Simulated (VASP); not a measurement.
Input:

```
CELL_PARAMETERS angstrom
      4.37566     0.00000     0.00000
      0.00000     4.37566     0.00000
      0.00000     0.00000     4.36591
ATOMIC_POSITIONS crystal
  Ti 0.00000 0.00000 0.00000
  Ti 0.50000 0.50000 0.00000
  N  0.50000 0.50000 0.50000
  N  0.00000 0.00000 0.50000
  N  0.00000 0.50000 0.00000
  N  0.50000 0.00000 0.00000
  Hf 0.50000 0.00000 0.50000
  Hf 0.00000 0.50000 0.50000
```

These are PBEsol GGA, VASP's PBE PAW potentials (set 64) (plane waves; VASP) values and carry that method's errors. Settings: 520 eV cut-off, 8×8×8 Γ-centred mesh, tetrahedra with Blöchl corrections, potentials Ti_sv N Hf_pv.

Unless said otherwise, spin-orbit coupling is left out, though it shifts the bands of the heavy elements here.

Task: Predict the energy per atom (σ→0), band gap (on the k-mesh) with the smallest direct gap where there is one.

Result: 
```json
{
  "band gap (on the k-mesh)": "none (metal, semimetal or under 0.01 eV)",
  "energy per atom (σ→0)": "-10.911 eV/atom"
}
```

The absolute energy has meaning only against runs of the same code, potentials and settings.

The structure was generated: Hf2Ti2N4 was put into an ordered model structure (P4/mmm), which need not be its known phase. It was relaxed first.
